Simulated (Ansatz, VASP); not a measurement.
Given: the input of a run of VASP 6.6.1 on CoNiSb.

The input INCAR:

```
SYSTEM = CoNiSb
PREC = Accurate
ENCUT = 520
EDIFF = 1E-7
ISMEAR = -1
SIGMA = 0.05
LREAL = .False.
LASPH = .True.
NELM = 100
ALGO = Normal
ISIF = 2
LWAVE = .False.
LCHARG = .False.
ISPIN = 2
MAGMOM = 0 0 1 1 2 2
LORBIT = 11
LMAXMIX = 4
GGA = PE
NBANDS = 37
```

Contents of KPOINTS:

```
regular mesh
0
Gamma
  7 7 5
  0 0 0
```

File POSCAR:

```
CoNiSb
1.0
    4.3264926710      0.0000000000      0.0000000000
   -2.1632463354      3.7468525623      0.0000000000
    0.0000000000      0.0000000000      5.4857596525
Sb Ni Co
2 2 2
Direct
    0.3333333333      0.6666666667      0.2500000000
    0.6666666667      0.3333333333      0.7500000000
    0.3333333333      0.6666666667      0.7500000000
    0.6666666667      0.3333333333      0.2500000000
    0.0000000000      0.0000000000      0.0000000000
    0.0000000000      0.0000000000      0.5000000000
```

Potentials or basis: VASP PAW PBE potentials, release 64 (Sb, Ni, Co).

The run is started by

```console
$ cat potpaw_PBE.64/Sb/POTCAR potpaw_PBE.64/Ni/POTCAR potpaw_PBE.64/Co/POTCAR > POTCAR
$ mpirun -np 1 vasp_std > vasp.out
```

Q: Translate it to Ansatz 0.2.0. Potentials there: Ansatz PAW.

A: As run (the cutoff follows the program's own potentials):

File input.yaml:

```yaml
crystal:
  lattice:
    - [4.326492671, 0.0, 0.0]
    - [-2.1632463354, 3.7468525623, 0.0]
    - [0.0, 0.0, 5.4857596525]
  atoms:
    - { symbol: Sb, position: [0.3333333333, 0.6666666667, 0.25] }
    - { symbol: Sb, position: [0.6666666667, 0.3333333333, 0.75] }
    - { symbol: Ni, position: [0.3333333333, 0.6666666667, 0.75], spin: 1.0 }
    - { symbol: Ni, position: [0.6666666667, 0.3333333333, 0.25], spin: 1.0 }
    - { symbol: Co, position: [0.0, 0.0, 0.0], spin: 2.0 }
    - { symbol: Co, position: [0.0, 0.0, 0.5], spin: 2.0 }
hamiltonian:
  xc: pbe
  pseudopotentials: { kind: paw }
magnetization:
  spin_polarized: true
kpoints:
  mp_grid: { grid: [7, 7, 5] }
scf:
  occupations: { method: fermi_dirac, width: 0.05 }
output:
  forces: true
  stress: true
  eigenvalues: true
```

Potentials or basis: Ansatz PAW.

Launch:

```console
$ ansatz run input.yaml --threads 2 --pin off --max-ram 5120MiB --backend cpu --events-out ev --progress --plain --runs-dir out
```

Both were run:

|  | VASP | Ansatz | Ansatz less VASP |
| --- | --- | --- | --- |
| gap on the k mesh at the Fermi level (eV) | none | none | - |
| pressure (GPa) | -6.5 | -6.2 | +0.27 |
| largest component of the traceless stress (GPa) | 0.59 | 0.74 | +0.150 |
| net moment per atom (μB) | 0.37 | 0.38 | +0.011 |
| size of the moment on the site where the two differ most (μB) | 1.09 | 1.13 | +0.038 |

Site moments also hang on the region over which each program counts them. A gap of «none» marks a metal or a gap that the smearing closes. The two sets of potentials don't hold the same shells in valence.

The runs have no spin-orbit coupling, so splittings on Sb are missing.
